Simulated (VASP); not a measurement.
Input for VASP

**POSCAR**
```
RuAl
1.0
  2.8909384499   0.0000000000   0.0000000000
  0.0000000000   2.8909384499   0.0000000000
  0.0000000000   0.0000000000   2.8909384499
Al Ru
1 1
direct
  0.5000000000   0.5000000000   0.5000000000
  0.0000000000   0.0000000000   0.0000000000
```

INCAR:
```
# general
SYSTEM   =  RuAl
PREC     =  Accurate
ENCUT    =  500
LREAL    =  .False.
LASPH    =  .True.

# electronic loop
EDIFF    =  1E-6
NELM     =  100   # most electronic steps
ALGO     =  Normal
LMAXMIX  =  4   # l cut-off of mixed one-centre charges

# smearing
ISMEAR   =  1   # Methfessel-Paxton
SIGMA    =  0.1   # width (eV)

# functional
GGA      =  PE

# ions
IBRION   =  2   # conjugate gradients
NSW      =  40
ISIF     =  3
EDIFFG   =  -0.02
PSTRESS  =  450   # kbar

# output
LWAVE    =  .False.
LCHARG   =  .False.
```

### KPOINTS
```
K-points
0
Gamma
  13 13 13
0 0 0
```

POTCAR, in this order: Al Ru_pv (PBE.64 set). Program: vasp_std.

**Question.** Translate this PBE calculation to Ansatz.

**Answer.** One equivalent input (not run):
Ansatz 0.2 input:
```yaml
crystal:
  lattice:
    - [2.8909384, 0.0000000, 0.0000000]
    - [0.0000000, 2.8909384, 0.0000000]
    - [0.0000000, 0.0000000, 2.8909384]
  atoms:
    - { symbol: Al, position: [0.5000000, 0.5000000, 0.5000000] }
    - { symbol: Ru, position: [0.0000000, 0.0000000, 0.0000000] }
kpoints:
  mp_grid: { grid: [13, 13, 13] }
hamiltonian:
  xc: pbe
  pseudopotentials: { kind: paw }
scf:
  occupations: { method: methfessel_paxton, width: 0.1 }
  max_iter: 100
relax:
  max_steps: 40
  f_tol: 0.02
  cell: { p_target: 45 }
output: { forces: true, stress: true, eigenvalues: true }
```
The two are equivalent in intent, not identical: each code has its own PAW files, so the cut-off isn't converted (ENCUT is set for VASP's; basis.ecutwfc is left out, and Ansatz then takes the one that its files recommend); Ansatz stops its SCF on the density residual and VASP on the energy change (EDIFF).

The compound is RuAl in the CsCl type structure. This run relaxes it under an external pressure of 45 GPa. Symmetry was kept, so distortions that lower it aren't found.
